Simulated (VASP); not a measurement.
**GaN (space group P6_3mc): computed properties**

Method: PBEsol GGA, VASP's PBE PAW potentials (set 64) (plane waves; VASP 6.6.1).

```
Property                                                                                            Result
---------------------------------------------  -----------------------------------------------------------
space group                                                                                   P6_3mc (186)
cell                                           a = b = 3.1819 Å, c = 5.1811 Å, α = β = 90.00°, γ = 120.00°
volume per atom                                                                              11.36 Å³/atom
band gap (over mesh and band path)                                                                 1.90 eV
smallest direct gap (over mesh and band path)                                                      1.90 eV
Hill bulk modulus                                                                                  189 GPa
Hill shear modulus                                                                               1090 kbar
Poisson's ratio                                                                                      0.259
band-edge character                                                                         direct, Γ to Γ
density                                                                                         6.12 g/cm³
C11                                                                                                346 GPa
C12                                                                                                127 GPa
C13                                                                                               92.3 GPa
C33                                                                                                386 GPa
C44                                                                                               92.5 GPa
C66                                                                                                110 GPa
```

```xyz
4
Lattice="3.1819 0.0000 0.0000 -1.5910 2.7556 0.0000 0.0000 0.0000 5.1811" Properties=species:S:1:pos:R:3 pbc="T T T"
Ga     1.5910     0.9185     3.0653
Ga     0.0000     1.8371     0.4748
N      1.5910     0.9185     5.0172
N      0.0000     1.8371     2.4266
```

The structure comes from a measured GaN entry (P6_3mc) of the Crystallography Open Database, whose conditions weren't checked. It was relaxed first. Symmetry was kept, so distortions that lower it aren't found.
